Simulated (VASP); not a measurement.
## BP (relaxed from the alpha-GeTe structure, space group F-43m): computed properties

The numbers are results of r2SCAN meta-GGA, VASP's PBE PAW potentials (set 64) (plane waves; VASP), not measurements.

```json
{
  "space_group": "F-43m (216)",
  "cell": "a = b = c = 4.532 Å, α = β = γ = 90.00°",
  "volume_per_atom": "11.64 Å³/atom",
  "band gap (over mesh and band path)": "1.44 eV",
  "smallest direct gap (over mesh and band path)": "3.64 eV",
  "band_edge_character": "indirect, Γ to F-Γ at 0.14",
  "density": "2.98 g/cm³"
}
```

```
CELL_PARAMETERS angstrom
      1.60224     0.92505     2.61687
     -1.60224     0.92505     2.61687
      0.00000    -1.85011     2.61687
ATOMIC_POSITIONS crystal
  B  0.87501 0.87501 0.87501
  P  0.12499 0.12499 0.12499
```

The structure was generated: BP was put into the alpha-GeTe type (R3m), which need not be its known phase. It was relaxed first, which changed the volume by +17 %. The relaxed cell has space group F-43m. Symmetry was kept, so distortions that lower it aren't found.
